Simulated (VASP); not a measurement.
These are r2SCAN meta-GGA, VASP's PBE PAW potentials (set 64) (plane waves; VASP 6.6.1) values and carry that method's errors.

VASP input:

File KPOINTS:
```
K-points
0
Gamma
  8 8 8
0 0 0
```

INCAR:
```
! general
SYSTEM   =  PbS
PREC     =  Accurate
ENCUT    =  480
LREAL    =  .FALSE.
LASPH    =  .TRUE.

! electronic loop
EDIFF    =  1E-7
NELM     =  100
ALGO     =  Normal
LMAXMIX  =  4
LMIXTAU  =  .TRUE.

! smearing
ISMEAR   =  0
SIGMA    =  0.05

! functional
METAGGA  =  R2SCAN

! ions
IBRION   =  2
NSW      =  30
ISIF     =  2
EDIFFG   =  -0.01

! output
LWAVE    =  .FALSE.
LCHARG   =  .FALSE.
```

**POSCAR**
```
PbS
1
    0.0000000000     2.8666841325     2.8666841325
    2.8666841325     0.0000000000     2.8666841325
    2.8666841325     2.8666841325     0.0000000000
Pb S
1 1
Direct
  0.0000000000   0.0000000000   0.0000000000
  0.5000000000   0.5000000000   0.5000000000
```

POTCAR, in this order: Pb_d S (PBE.64 set). Program: vasp_std.

The resulting files:

File OSZICAR:
```
       N       E                     dE             d eps       ncg     rms          rms(c)
DAV:   1     0.101921339232E+03    0.10192E+03   -0.98039E+03   820   0.146E+03
DAV:   2    -0.570029361213E+02   -0.15892E+03   -0.15528E+03   848   0.364E+02
DAV:   3    -0.701254583185E+02   -0.13123E+02   -0.13068E+02  1076   0.110E+02
DAV:   4    -0.704416929141E+02   -0.31623E+00   -0.31609E+00   900   0.194E+01
DAV:   5    -0.704535205546E+02   -0.11828E-01   -0.11827E-01  1216   0.374E+00    0.580E+00
DAV:   6    -0.653603087636E+02    0.50932E+01   -0.25306E+00   980   0.336E+01    0.447E+00
DAV:   7    -0.653677546855E+02   -0.74459E-02   -0.57936E-01   890   0.116E+01    0.249E+00
DAV:   8    -0.652856592558E+02    0.82095E-01   -0.61826E-01   812   0.812E+00    0.111E+00
DAV:   9    -0.653650327813E+02   -0.79374E-01   -0.45929E-01   818   0.604E+00    0.608E-01
DAV:  10    -0.654344536839E+02   -0.69421E-01   -0.34655E-02   824   0.197E+00    0.366E-01
DAV:  11    -0.654482211630E+02   -0.13767E-01   -0.17255E-02   932   0.138E+00    0.843E-02
DAV:  12    -0.654375239650E+02    0.10697E-01   -0.16646E-02   860   0.177E+00    0.273E-01
DAV:  13    -0.654484920546E+02   -0.10968E-01   -0.14876E-02   836   0.160E+00    0.354E-02
DAV:  14    -0.654485141521E+02   -0.22098E-04   -0.44291E-04  1028   0.228E-01    0.223E-02
DAV:  15    -0.654485476451E+02   -0.33493E-04   -0.31479E-05   902   0.550E-02    0.512E-03
DAV:  16    -0.654485496350E+02   -0.19899E-05   -0.26772E-06   968   0.162E-02    0.524E-03
DAV:  17    -0.654485498488E+02   -0.21376E-06   -0.10704E-06   884   0.128E-02    0.155E-03
DAV:  18    -0.654485501123E+02   -0.26355E-06   -0.14754E-06   866   0.169E-02    0.150E-03
DAV:  19    -0.654485504067E+02   -0.29440E-06   -0.81953E-08   586   0.298E-03    0.130E-03
DAV:  20    -0.654485503945E+02    0.12206E-07   -0.13410E-08   472   0.155E-03
   1 F= -.65448550E+02 E0= -.65448535E+02  d E =-.654486E+02
```

**OUTCAR**
```
------------------------ aborting loop because EDIFF is reached ----------------------------------------
  FORCE on cell =-STRESS in cart. coord.  units (eV):
  Direction    XX          YY          ZZ          XY          YZ          ZX
  --------------------------------------------------------------------------------------
  Total        2.7359014      2.7359014      2.7359014     -0.0000000     -0.0000000      0.0000000
  in kB       93.0339591     93.0339591     93.0339591     -0.0000000     -0.0000000      0.0000000
  external PRESSURE =      93.0339591 kB  Pullay stress =       0.0000000 kB
  volume of cell :       47.12
      direct lattice vectors                 reciprocal lattice vectors
     0.000000000  2.866684133  2.866684133    -0.174417542  0.174417542  0.174417542
     2.866684133  0.000000000  2.866684133     0.174417542 -0.174417542  0.174417542
     2.866684133  2.866684133  0.000000000     0.174417542  0.174417542 -0.174417542
  FREE ENERGIE OF THE ION-ELECTRON SYSTEM (eV)
  ---------------------------------------------------
  free  energy   TOTEN  =       -65.4485503945 eV

  energy  without entropy=      -65.4485188202  energy(sigma->0) =      -65.44853461

 reached required accuracy - stopping structural energy minimisation
```
(Selected blocks of OUTCAR.)

The compound is PbS in the rock salt structure. This cell was strained or had an atom moved on purpose.
